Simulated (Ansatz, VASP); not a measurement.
## Cross-check of Mo2CO2 (Mo2CO2 MXene monolayer) between VASP and Ansatz

Aim: how closely do two programs agree when they are given the same cell, functional and k mesh? The cell is taken from a series of runs on this material, whose earlier steps may have relaxed, scaled, displaced or heated it; both programs get it as it stands.

Main program and level: Ansatz 0.2.0; plane waves, with VASP 6.6.1 beside it; single point at PBE with D3(BJ).

### 1. Set-up

The cell holds 5 atoms: 2 O, 2 Mo and 1 C. Cell: a = 3.075 Å, b = 3.075 Å, c = 22.483 Å, α = 90.0°, β = 90.0°, γ = 120.0°. Vacuum lies along c.

### 2. Ansatz: single point, PBE with D3(BJ)

Ansatz runs on its PAW soft_1 files.

With cell and atoms fixed, the geometry can't cause a difference; cores, projectors, grids and the points listed under the comparison can.

Contents of input.yaml:

```yaml
crystal:
  lattice:
    - [3.0745543867, 0.0, 0.0]
    - [-1.5372771933, 2.6626422042, 0.0]
    - [0.0, 0.0, 22.4831007007]
  atoms:
    - { symbol: O, position: [0.3333333333, 0.6666666667, 0.4003006578] }
    - { symbol: Mo, position: [0.6666666667, 0.3333333333, 0.4502952556] }
    - { symbol: C, position: [0.0, 0.0, 0.5] }
    - { symbol: Mo, position: [0.3333333333, 0.6666666667, 0.5497047444] }
    - { symbol: O, position: [0.6666666667, 0.3333333333, 0.5996993422] }
kpoints:
  mp_grid: { grid: [18, 18, 1] }
  band_path:
    path: [[0, 0, 0], [0.5, 0, 0], [0.33333333, 0.33333333, 0], [0, 0, 0]]
    npoints: 16
hamiltonian:
  xc: pbe
  dispersion: d3bj
  pseudopotentials: { kind: paw, azcp: { folder: soft_1 } }
scf:
  occupations: { method: fermi_dirac, width: 0.02585 }
  convergence: { dr2_threshold: 1.0e-10 }
efield:
  axis: 3
  dipole_correction: true
  ramp_position: 0.97
  ramp_width: 0.06
  amplitude: 0
output:
  dos: { projected: true, e_range: [-6, 5] }
  write_potential: true
  write_density: true
  volumetric_format: npy
  elf: true
```

Command:

```bash
$ ansatz run input.yaml --threads 2 --pin off --max-ram 3072MiB --backend cpu --events-out ev --progress --plain --runs-dir out
```

Numbers of over 12 decimals in the logs are rounded to 6 here.

Log:

```text
Engine: ansatz 0.2.0, x86_64-unknown-linux-gnu
Pseudopotentials: kind: paw
Pseudopotential: O, paw, valence charge 6, recommended cutoff 420 eV (normal), soft_1/O.paw.azcp
Pseudopotential: Mo, paw, valence charge 14, recommended cutoff 420 eV (normal), soft_1/Mo.paw.azcp
Pseudopotential: C, paw, valence charge 4, recommended cutoff 420 eV (normal), soft_1/C.paw.azcp
Functional definition: PBE
  parameter kappa = 0.804
  parameter beta = 0.066725
  exchange = pbe_x(kappa = kappa, mu = beta*pi^2/3)
  correlation = pbe_c(beta = beta)
Crystal: 5 atoms, lattice volume = 184.057 Å³
Basis set: ecut = 420 eV, 3591 PW (Γ)
Bands: 27, of which v1, the nominal top of the filled ones, is band 22 counted from 1 (21 counted from 0)
Symmetry: 6 space group operations
k-points: 37 of 324 (time reversal used)
Non-local potential: O, projectors of the file, l = 0: 2, l = 1: 2, l = 2: 1
Non-local potential: Mo, projectors of the file, l = 0: 3, l = 1: 2, l = 2: 2, l = 3: 1
Non-local potential: C, projectors of the file, l = 0: 2, l = 1: 2, l = 2: 1
PAW form: soft (Blöchl's): semilocal exchange-correlation on the pseudo side does not see the compensation charge
PAW one-centre angular grid: O, 110 points (default); XC on 64 Gauss nodes
PAW one-centre angular grid: Mo, 590 points (default); XC on 64 Gauss nodes
PAW one-centre angular grid: C, 110 points (default); XC on 64 Gauss nodes
Initial density: superposition of atomic densities (neutral atoms: chi_scale 0, normalization atom)
Initial wavefunctions: pseudopotential atomic-orbital guess
Functional: x = pbe(κ = 0.804, μ = 0.219515), c = pbe(β = 0.066725)
SCF iter   1: F=—  HF=-11308.503690 eV  |F-HF|=—  |Δ(HF+E_count)|=         —  Δρ=1.29e-1  dr2=3.88e1  ethr=3.10e-3  p=0.000 e·Å  D=6.94e-14 V/Å  ΔV_dip=-0.00 eV  dr2_dipole=2.05e-10  V_vac-E_F(+/−)=5.75/5.75 eV  ⟨swp⟩=10.4  Hψ=6068  notcnv=0
efield: sawtooth ramp at fractional position 0.9700 (set: `efield.ramp_position`, or a place that a band, a saddle search or an elastic batch's reference lends), width 0.0600; the density the first Hamiltonian is built on has a dipole p = 0.000 e·Å; the dipole correction subtracts the counter field D = 6.94e-14 V/Å, which shifts the + side's vacuum level by -0.00 eV against the − side's; the planar-averaged density in the ramp window peaks in size at 1.1e-6 e/Å³
preconditioner: auto → LDOS  [insulator: Δε(μ)=0.095 eV  Ē_g=10.987 eV  σ=0.026 eV  W_gap=0.61  n_scr=14 (ndim 8)  ℏωp=14.5 eV  f_vac=0.674  D(μ)=1.37/eV (n_scr^D=8)  ε∞_Penn≈2.7  β→1.0]
SCF iter   2: F=—  HF=-11309.873804 eV  |F-HF|=—  |Δ(HF+E_count)|=    1.37e0  Δρ=2.13e-1  dr2=1.05e2  ethr=3.10e-3  p=0.000 e·Å  D=2.71e-4 V/Å  ΔV_dip=-0.01 eV  dr2_dipole=9.00e-5  V_vac-E_F(+/−)=6.53/6.54 eV  ⟨swp⟩=5.6  Hψ=3695  notcnv=0  defer=18  recentre
SCF iter   3: F=—  HF=-11299.679672 eV  |F-HF|=—  |Δ(HF+E_count)|=    1.02e1  Δρ=4.25e-2  dr2=4.84e0  ethr=3.10e-3  p=-0.000 e·Å  D=-1.21e-4 V/Å  ΔV_dip=0.00 eV  dr2_dipole=1.86e-7  V_vac-E_F(+/−)=5.43/5.43 eV  ⟨swp⟩=4.4  Hψ=3177  notcnv=0
SCF iter   4: F=—  HF=-11298.761268 eV  |F-HF|=—  |Δ(HF+E_count)|=   9.18e-1  Δρ=1.27e-2  dr2=4.23e-1  ethr=3.10e-3  p=-0.000 e·Å  D=-1.30e-4 V/Å  ΔV_dip=0.00 eV  dr2_dipole=1.45e-6  V_vac-E_F(+/−)=5.92/5.91 eV  ⟨swp⟩=2.4  Hψ=1900  notcnv=0  defer=6
SCF iter   5: F=—  HF=-11298.704100 eV  |F-HF|=—  |Δ(HF+E_count)|=   5.72e-2  Δρ=4.24e-3  dr2=7.00e-2  ethr=9.60e-4  p=0.000 e·Å  D=9.76e-6 V/Å  ΔV_dip=-0.00 eV  dr2_dipole=1.88e-7  V_vac-E_F(+/−)=6.09/6.09 eV  ⟨swp⟩=2.6  Hψ=1783  notcnv=0  defer=5
SCF iter   6: F=—  HF=-11298.692372 eV  |F-HF|=—  |Δ(HF+E_count)|=   1.17e-2  Δρ=1.49e-3  dr2=5.60e-3  ethr=1.59e-4  p=-0.000 e·Å  D=-4.25e-5 V/Å  ΔV_dip=0.00 eV  dr2_dipole=4.38e-7  V_vac-E_F(+/−)=6.28/6.28 eV  ⟨swp⟩=2.5  Hψ=1607  notcnv=0  defer=5
SCF iter   7: F=—  HF=-11298.691689 eV  |F-HF|=—  |Δ(HF+E_count)|=   6.83e-4  Δρ=1.56e-4  dr2=5.43e-5  ethr=1.27e-5  p=0.000 e·Å  D=4.81e-5 V/Å  ΔV_dip=-0.00 eV  dr2_dipole=6.03e-7  V_vac-E_F(+/−)=6.31/6.31 eV  ⟨swp⟩=2.6  Hψ=2160  notcnv=0  defer=5
SCF iter   8: F=—  HF=-11298.691701 eV  |F-HF|=—  |Δ(HF+E_count)|=   1.24e-5  Δρ=8.04e-5  dr2=2.70e-5  ethr=1.23e-7  p=-0.000 e·Å  D=-5.18e-5 V/Å  ΔV_dip=0.00 eV  dr2_dipole=6.65e-7  V_vac-E_F(+/−)=6.33/6.32 eV  ⟨swp⟩=2.9  Hψ=1943  notcnv=0  defer=5
SCF iter   9: F=—  HF=-11298.691703 eV  |F-HF|=—  |Δ(HF+E_count)|=   1.88e-6  Δρ=3.89e-5  dr2=8.04e-6  ethr=6.15e-8  p=0.000 e·Å  D=6.31e-5 V/Å  ΔV_dip=-0.00 eV  dr2_dipole=9.50e-7  V_vac-E_F(+/−)=6.32/6.32 eV  ⟨swp⟩=2.1  Hψ=1249  notcnv=0  defer=5
SCF iter  10: F=—  HF=-11298.691699 eV  |F-HF|=—  |Δ(HF+E_count)|=   4.37e-6  Δρ=6.67e-6  dr2=1.31e-7  ethr=1.83e-8  p=0.000 e·Å  D=8.52e-6 V/Å  ΔV_dip=-0.00 eV  dr2_dipole=1.65e-8  V_vac-E_F(+/−)=6.32/6.32 eV  ⟨swp⟩=2.2  Hψ=1336  notcnv=0  defer=5
SCF iter  11: F=—  HF=-11298.691760 eV  |F-HF|=—  |Δ(HF+E_count)|=   6.14e-5  Δρ=1.70e-6  dr2=3.19e-9  ethr=2.98e-10  p=0.000 e·Å  D=5.00e-7 V/Å  ΔV_dip=-0.00 eV  dr2_dipole=1.04e-10  V_vac-E_F(+/−)=6.32/6.32 eV  ⟨swp⟩=2.7  Hψ=1968  notcnv=0  defer=5
SCF iter  12: F=—  HF=-11298.691760 eV  |F-HF|=—  |Δ(HF+E_count)|=   2.25e-9  Δρ=5.01e-7  dr2=3.02e-10  ethr=7.25e-12  p=-0.000 e·Å  D=-2.86e-8 V/Å  ΔV_dip=0.00 eV  dr2_dipole=3.22e-12  V_vac-E_F(+/−)=6.32/6.32 eV  ⟨swp⟩=2.7  Hψ=1987  notcnv=0  defer=5
SCF iter  13: F=-11298.691760 eV  HF=-11298.691760 eV  |F-HF|=8.73e-11  |Δ(HF+E_count)|=  2.80e-10  Δρ=7.79e-8  dr2=5.83e-12  ethr=1.00e-12  p=-0.000 e·Å  D=-6.79e-9 V/Å  ΔV_dip=0.00 eV  dr2_dipole=2.35e-14  V_vac-E_F(+/−)=6.32/6.32 eV  ⟨swp⟩=5.3  Hψ=3236  notcnv=0
SCF 1 converged in 13 iterations: F = -11298.691760 eV  dr2 = 5.83e-12
  greatest PAW one-centre occupation: 0.999 electrons in one spin orbital (limit 2), on the Mo atom at site 1 (counted from 0), in its partial waves of l = 0
NSCF: frozen V_eff on 49 k-points
efield: sawtooth ramp at fractional position 0.9700 (kept from the solve that this one continues, or follows in the run), width 0.0600; the density the first Hamiltonian is built on has a dipole p = -0.000 e·Å; the dipole correction subtracts the counter field D = -6.79e-9 V/Å, which shifts the + side's vacuum level by +0.00 eV against the − side's; the planar-averaged density in the ramp window peaks in size at 1.6e-6 e/Å³
WARN: The output density's exchange-correlation potential varies sharply where the density is thin. Do not read a vacuum level from v_tot or v_xc, or from such a field of the output density. On a cell that repeats whose density bears no net charge and no dipole along the vacuum's axis use v_es (v_loc + v_h of the components); under efield.dipole_correction with no amplitude use v_es + v_field, which holds any externa [...]
SCF converged after 13 iterations
Free energy (F): -11298.691760 eV
Harris-Foulkes:  -11298.691760 eV  (|F-HF|=8.73e-11)
Internal energy: -11298.688430 eV  (E = F + TS)
E sigma→0 (E₀):  -11298.690095 eV
Entropy (-TS):   -0.003330 eV (-0.666 meV/atom)
Fermi energy:    0.130071 eV
Dipole field:    D = -0.000000 V/Å  (p = -0.000000 e·Å, saw-weighted, corrected)
Work function:   Φ+ = 6.3211 eV   Φ− = 6.3211 eV
Levels:          The Fermi level and band energies are counted from a zero that moves with the ramp; work functions are not
--- Per-component energies (eV) ---
  E_band       = -880.864436
  E_kinetic    = 1267.387436
  E_local      = -48977.958358  (includes V_loc(G=0)·N_el)
  E_nonlocal   = 421.482030
  E_hartree    = 23749.176713
  E_xc         = -543.093142
  E_vxc        = -680.689871  (∫ρ·V_xc dr)
  E_paw        = -6846.046873  (= ΣΔE_a)
  E_vpaw       = -409.440755  (= ΣTr[D̂ρ^β])
  E_aug_tail   = 0.001652  (compensation charges beyond the density's cutoff)
  E_efield     = 0.000000  (sawtooth field / dipole correction)
  E_vefield    = 0.000000  (∫n·V_field dr)
  E_ewald      = 19631.593169
  E_disp       = -1.231056  (pairwise vdW)
  E_smearing   = -0.003330  (= −TS)
  E_closure    = -0.000000  (closes the sum)
  Σ components = -11298.691760   (vs F -11298.691760, Δ=0.00e0)
--- Band table (eV; the first three rows and the last of 37) ---
  k-point 0: bands = [... 18 lower, -2.2074, -2.2074, -2.1399, -2.1399, -0.4866, 0.4187, 0.4187, 2.0161, ... 1 higher]
  k-point 1: bands = [... 18 lower, -2.6750, -2.2267, -1.7844, -1.6723, -0.4766, 0.4593, 0.4907, 2.0207, ... 1 higher]
  k-point 2: bands = [... 18 lower, -3.1138, -2.1661, -1.6837, -1.2395, -0.3221, 0.6056, 0.6365, 1.9581, ... 1 higher]
  k-point 36: bands = [... 18 lower, -3.9074, -3.9074, -0.4682, -0.3256, -0.3256, 1.6222, 1.6222, 2.2425, ... 1 higher]
```

In the SCF lines HF is the Harris–Foulkes energy and dr2 the Hartree energy of the density residual, in eV; the loop may stop once dr2 is under the threshold and the program's other checks hold. Hψ counts applications of the Hamiltonian.

### 3. VASP: single point, PBE with D3(BJ)

The same cell, functional, mesh and smearing now go to VASP, with its own data sets.

Lines of VASP's logs that name or quote its potential files are left out, and so is its time.

Contents of INCAR:

```
SYSTEM = Mo2CO2
PREC = Accurate
ENCUT = 520
EDIFF = 1E-06
NELM = 120
ISMEAR = -1
SIGMA = 0.02585
LREAL = .FALSE.
ALGO = Normal
GGA = PE
IVDW = 12
NBANDS = 28
LASPH = .TRUE.
LORBIT = 11
LWAVE = .FALSE.
LCHARG = .FALSE.
ISIF = 2
LDIPOL = .TRUE.
IDIPOL = 3
DIPOL = 0.5 0.5 0.5
LVHAR = .TRUE.
GGA_COMPAT = .FALSE.
NELMDL = -8
KPAR = 2
```

Contents of POSCAR:

```
Mo2CO2
1.0
    3.0745543867      0.0000000000      0.0000000000
   -1.5372771933      2.6626422042      0.0000000000
    0.0000000000      0.0000000000     22.4831007007
O Mo C
2 2 1
Direct
    0.3333333333      0.6666666667      0.4003006578
    0.6666666667      0.3333333333      0.5996993422
    0.6666666667      0.3333333333      0.4502952556
    0.3333333333      0.6666666667      0.5497047444
    0.0000000000      0.0000000000      0.5000000000
```

Contents of KPOINTS:

```
Automatic mesh
0
Gamma
18 18 1
0 0 0
```

Potentials, in the order of the species: O, Mo_sv and C (PBE family, release 64).

Command:

```bash
$ mpirun -np 2 vasp_std
```

Log:

```text
[banner, memory and clock lines left out]
running    2 mpi-ranks, on    1 nodes
 distrk:  each k-point on    1 cores,    2 groups
 distr:  one band on    1 cores,    1 groups

 POSCAR found type information on POSCAR O MoC
 POSCAR found :  3 types and       5 ions
 LDA part: xc-table for (Slater+PW92), standard interpolation
 POSCAR, INCAR and KPOINTS ok, starting setup
 FFT: planning ... GRIDC
 FFT: planning ... GRID_SOFT
 FFT: planning ... GRID
 WAVECAR not read
 entering main loop
       N       E                     dE             d eps       ncg     rms          rms(c)
DAV:   1     0.406833825869E+03    0.40683E+03   -0.25956E+04  2600   0.136E+03
DAV:   2    -0.272935660431E+02   -0.43413E+03   -0.42682E+03  2612   0.373E+02
DAV:   3    -0.546859611977E+02   -0.27392E+02   -0.26651E+02  2412   0.897E+01
DAV:   4    -0.555458992002E+02   -0.85994E+00   -0.85046E+00  2732   0.147E+01
DAV:   5    -0.555624424456E+02   -0.16543E-01   -0.16463E-01  2556   0.180E+00
DAV:   6    -0.555629431700E+02   -0.50072E-03   -0.50053E-03  2812   0.281E-01
DAV:   7    -0.555629577225E+02   -0.14553E-04   -0.14551E-04  2524   0.433E-02
DAV:   8    -0.555629583823E+02   -0.65976E-06   -0.65968E-06  2388   0.870E-03    0.495E+01
DAV:   9    -0.467281375537E+02    0.88348E+01   -0.67906E+01  2096   0.500E+01    0.116E+01
DAV:  10    -0.464210295449E+02    0.30711E+00   -0.18680E+01  2128   0.264E+01    0.116E+01
DAV:  11    -0.455266468816E+02    0.89438E+00   -0.32575E+00  2356   0.136E+01    0.285E+00
DAV:  12    -0.455589206481E+02   -0.32274E-01   -0.40109E-01  2456   0.343E+00    0.110E+00
DAV:  13    -0.455436385876E+02    0.15282E-01   -0.50953E-02  2360   0.139E+00    0.346E-01
DAV:  14    -0.455443507471E+02   -0.71216E-03   -0.12760E-02  2504   0.670E-01    0.176E-01
[...]
DAV:  18    -0.455441225608E+02   -0.55767E-04   -0.23370E-05  2040   0.261E-02    0.476E-03
DAV:  19    -0.455442340925E+02   -0.11153E-03   -0.15332E-05  1924   0.146E-02    0.400E-03
DAV:  20    -0.455442752305E+02   -0.41138E-04   -0.17396E-06  1708   0.616E-03    0.306E-03
DAV:  21    -0.455442964892E+02   -0.21259E-04   -0.13951E-06  1500   0.673E-03    0.179E-03
DAV:  22    -0.455443056610E+02   -0.91718E-05   -0.35067E-07  1348   0.346E-03    0.754E-04
DAV:  23    -0.455443090295E+02   -0.33685E-05   -0.20461E-07  1392   0.184E-03    0.493E-04
DAV:  24    -0.455443100377E+02   -0.10082E-05   -0.47002E-08  1220   0.941E-04    0.119E-04
DAV:  25    -0.455443107635E+02   -0.72574E-06   -0.23176E-08  1144   0.673E-04
   1 F= -.46775259E+02 E0= -.46773608E+02  d E =-.330311E-02
```

Parts of OUTCAR (step 3):

```text
ion  position               nearest neighbor table
   1  0.333  0.667  0.400-   3 2.10   3 2.10   3 2.10
   2  0.667  0.333  0.600-   4 2.10   4 2.10   4 2.10
   3  0.667  0.333  0.450-   5 2.10   5 2.10   5 2.10   1 2.10   1 2.10   1 2.10   4 2.85   4 2.85
                             4 2.85
   4  0.333  0.667  0.550-   5 2.10   5 2.10   5 2.10   2 2.10   2 2.10   2 2.10   3 2.85   3 2.85
                             3 2.85
   5  0.000  0.000  0.500-   3 2.10   4 2.10   4 2.10   3 2.10   3 2.10   4 2.10

  LATTYP: Found a hexagonal cell.
 ALAT       =     3.0745543867
 C/A-ratio  =     7.3126371737

 Subroutine GETGRP returns: Found 12 space group operations
 (whereof 12 operations were pure point group operations)

The static configuration has the point symmetry D_3d.

 Found     37 irreducible k-points:

   k-points           NKPTS =     37   k-points in BZ     NKDIM =     37   number of bands    NBANDS=     28

   dimension x,y,z NGX =    24 NGY =   24 NGZ =  168
   dimension x,y,z NGXF=    48 NGYF=   48 NGZF=  336

   ENCUT  =  520.0 eV  38.22 Ry    6.18 a.u.   5.72  5.72 41.80*2*pi/ulx,y,z

   NELECT =      44.0000    total number of electrons

 k-points in reciprocal lattice and weights: Automatic mesh
   0.00000000  0.00000000  0.00000000       0.003
   0.05555556 -0.00000000  0.00000000       0.019
   0.11111111 -0.00000000  0.00000000       0.019
   0.16666667  0.00000000  0.00000000       0.019
   0.22222222  0.00000000  0.00000000       0.019
   0.27777778  0.00000000  0.00000000       0.019
   0.33333333  0.00000000  0.00000000       0.019
   0.38888889  0.00000000  0.00000000       0.019
   0.44444444  0.00000000  0.00000000       0.019
[...]
0.33333333  0.27777778  0.00000000       0.037
   0.33333333  0.33333333  0.00000000       0.006

 dipolmoment           0.000000      0.000000     -0.000000 electrons x Angstroem

 average (electrostatic) potential at core
       1 -77.6623       2 -77.6623       3 -84.8970       4 -84.8970       5 -57.2089

 E-fermi :  -1.6921

 k-point     1 :       0.0000    0.0000    0.0000
  band No.  band energies     occupation
    ...
     19      -4.0369      2.00000
     20      -4.0369      2.00000
     21      -3.9632      2.00000
     22      -3.9632      2.00000
     23      -2.3102      2.00000
     24      -1.4023      0.00003
     25      -1.4023      0.00003
     26       0.1953      0.00000
     27       0.2362      0.00000
     28       0.2362      0.00000

 k-point     2 :       0.0556   -0.0000    0.0000
  band No.  band energies     occupation
    ...
     19      -4.5012      2.00000
     20      -4.0489      2.00000
     21      -3.6108      2.00000
     22      -3.4988      2.00000
     23      -2.3008      2.00000
     24      -1.3617      0.00001
     25      -1.3300      0.00000
     26       0.1996      0.00000
     27       0.2417      0.00000
     28       0.2538      0.00000

 k-point     3 :       0.1111   -0.0000    0.0000
  band No.  band energies     occupation
    ...
     19      -4.9390      2.00000
     20      -3.9863      2.00000
     21      -3.5088      2.00000
     22      -3.0659      2.00000
     23      -2.1475      2.00000
     24      -1.2151      0.00000
     25      -1.1835      0.00000
     26       0.1363      0.00000
     27       0.2945      0.00000
     28       0.3882      0.00000

 Edisp (eV)   -1.23095

  Total       0.28111     0.28111     0.00508     0.00000     0.00000     0.00000
  in kB       2.44697     2.44697     0.04419     0.00000     0.00000     0.00000
  external pressure =        1.65 kB  Pullay stress =        0.00 kB

  energy-cutoff  :      520.00
  volume of cell :      184.06
      direct lattice vectors                 reciprocal lattice vectors
     3.074554387  0.000000000  0.000000000     0.325250386  0.187783398  0.000000000
    -1.537277193  2.662642204  0.000000000     0.000000000  0.375566795  0.000000000
     0.000000000  0.000000000 22.483100701     0.000000000  0.000000000  0.044477851

 POSITION                                       TOTAL-FORCE (eV/Angst)
 -----------------------------------------------------------------------------------
     -0.00000      1.77509      9.00000         0.000000      0.000000     -0.004498
      1.53728      0.88755     13.48310        -0.000000      0.000000      0.004498
      1.53728      0.88755     10.12403         0.000000      0.000000     -0.023076
     -0.00000      1.77509     12.35907        -0.000000      0.000000      0.023076
      0.00000      0.00000     11.24155         0.000000      0.000000      0.000000
 -----------------------------------------------------------------------------------
    total drift:                                0.000000      0.000000     -0.000000

  FREE ENERGIE OF THE ION-ELECTRON SYSTEM (eV)
  ---------------------------------------------------
  free  energy   TOTEN  =       -46.7752593120 eV

  energy  without entropy=      -46.7719561977  energy(sigma->0) =      -46.77360775

 vacuum level on the upper side and lower side of the slab         4.655         4.655

 total charge
# of ion       s       p       d       tot
------------------------------------------
    1        1.576   3.394   0.000   4.969
    2        1.576   3.394   0.000   4.969
    3        2.302   6.268   3.865  12.435
    4        2.302   6.268   3.865  12.435
    5        0.897   1.626   0.000   2.523
--------------------------------------------------
tot          8.652  20.950   7.730  37.333

[... 3 further parts left out ...]
```

### 4. Differences

Known differences besides the potentials themselves: the cutoff is 420 eV in Ansatz and 520 eV in VASP. Total energies have different zeros and are not compared.

The two programs side by side:

| quantity | Ansatz | VASP | difference |
| --- | --- | --- | --- |
| work function, lower of the two faces (eV) | 6.32 | 6.35 | -0.03 |
| work function, higher of the two faces (eV) | 6.32 | 6.35 | -0.03 |

With vacuum in the cell, a pressure given here is an average over mostly empty space and none of the material.

### 5. What came out

| Property | Result |
| --- | --- |
| difference in work function, lower of the two faces (single point, PBE with D3(BJ)) | -0.026 eV |

In words: The difference in work function, lower of the two faces is -0.026 eV (single point, PBE with D3(BJ)). How closely two codes agree says nothing of how well the functional describes the real material.

[Lines on the potential files, build, host, timing and source positions are cut from VASP's logs without a mark.]

[Logs are printed without paths, hosts, clocks, repeated set-up lines and the standing remarks that a program may print on its own settings, such as how far it seeks lower states.]

[Hosts, paths, dates, database ids (printed as entryN), source tags and the programs' standing remarks are cut or masked in the printed files.]
